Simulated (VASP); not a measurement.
An input for Quantum ESPRESSO's pw.x (written as the equivalent of a VASP run, and not itself run):

```
&CONTROL
  calculation = 'vc-relax'
  pseudo_dir = './pseudo'
  outdir = './out'
  tprnfor = .true.
  tstress = .true.
  nstep = 40
  forc_conv_thr = 0.00078
/
&SYSTEM
  ibrav = 0
  nat = 1
  ntyp = 1
  ecutwfc = 58
  occupations = 'smearing'
  smearing = 'methfessel-paxton'
  degauss = 0.00735
  input_dft = 'pbe'
/
&ELECTRONS
  conv_thr = 7.3e-08
  electron_maxstep = 100
/
&IONS
/
&CELL
  press = 450
/
ATOMIC_SPECIES
  Ta 180.948 Ta.upf
CELL_PARAMETERS angstrom
    -1.5685514    1.5685514    1.5685514
     1.5685514   -1.5685514    1.5685514
     1.5685514    1.5685514   -1.5685514
ATOMIC_POSITIONS crystal
  Ta   0.0000000  0.0000000  0.0000000
K_POINTS automatic
  16 16 16 0 0 0
```

Task: Translate this input to VASP (INCAR, KPOINTS, POSCAR, choice of POTCAR).

Result: One answer among several that fit: 
POSCAR:
```
Ta
1
   -1.5685513716     1.5685513716     1.5685513716
    1.5685513716    -1.5685513716     1.5685513716
    1.5685513716     1.5685513716    -1.5685513716
Ta
1
Direct
  0.0000000000   0.0000000000   0.0000000000
```

INCAR:
```
LMAXMIX  =  6   # l cut-off of mixed one-centre charges
SIGMA  =  0.1
ISMEAR  =  1
ISIF  =  3   # ions, shape and volume
EDIFF  =  1E-6   # SCF stop (eV)
SYSTEM  =  Ta
LASPH  =  .True.
NSW  =  40   # most ionic steps
ENCUT  =  500
ALGO  =  Normal   # blocked Davidson
PSTRESS  =  450
GGA  =  PE
PREC  =  Accurate
NELM  =  100   # most electronic steps
LCHARG  =  .False.
LREAL  =  .False.   # projection in real space or not
LWAVE  =  .False.
IBRION  =  2
EDIFFG  =  -0.02   # ionic stop
```

**KPOINTS**
```
Automatic mesh
0
gamma
 16 16 16
```

POTCAR, in this order: Ta_pv (PBE.64 set). Program: vasp_std.

What does not carry over: the potentials are each code's own (VASP's PAW set, PseudoDojo norm-conserving files in pw.x), so ENCUT and ecutwfc are chosen apart and not converted; conv_thr bounds pw.x's estimated SCF error, while EDIFF bounds the energy change between steps; forc_conv_thr acts on force components and is met together with etot_conv_thr.

The compound is Ta in the bcc structure. It was relaxed first under an external pressure of 45 GPa.
